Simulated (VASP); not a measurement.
Data:

```yaml
crystal:
  lattice:
    - [2.79722, 0.00000, 0.00000]
    - [0.00000, 2.88044, 0.00000]
    - [0.00000, 0.00000, 4.97335]
  atoms:
    - { symbol: Mo, position: [0.50000, 0.50000, 0.16683] }
    - { symbol: Mo, position: [0.50000, 0.00000, 0.66687] }
    - { symbol: C, position: [0.00000, 0.00000, 0.99845] }
    - { symbol: N, position: [0.00000, 0.50000, 0.50115] }
```

These are PBEsol GGA, VASP's PBE PAW potentials (set 64) (plane waves; VASP) values and carry that method's errors. Run with 520 eV cut-off, 12×12×7 Γ-centred mesh, tetrahedra with Blöchl corrections, potentials Mo_sv C N.

The cores are frozen, which limits the accuracy of field gradients.

Question: Give the principal components of the electric field gradient (V/Å²) and the asymmetry η at each nucleus.

Answer: 
```tsv
atom	Vxx	Vyy	Vzz	η
Mo1	-34.1	-12.7	46.8	0.46
Mo2	40.2	6.7	-46.9	0.71
C3	2.4	1.5	-4.0	0.23
N4	-1.7	-0.1	1.8	0.91
```

The structure comes from a computed database's Mo2CN entry (Pmm2); how it stands against other phases isn't given here. It was relaxed first.
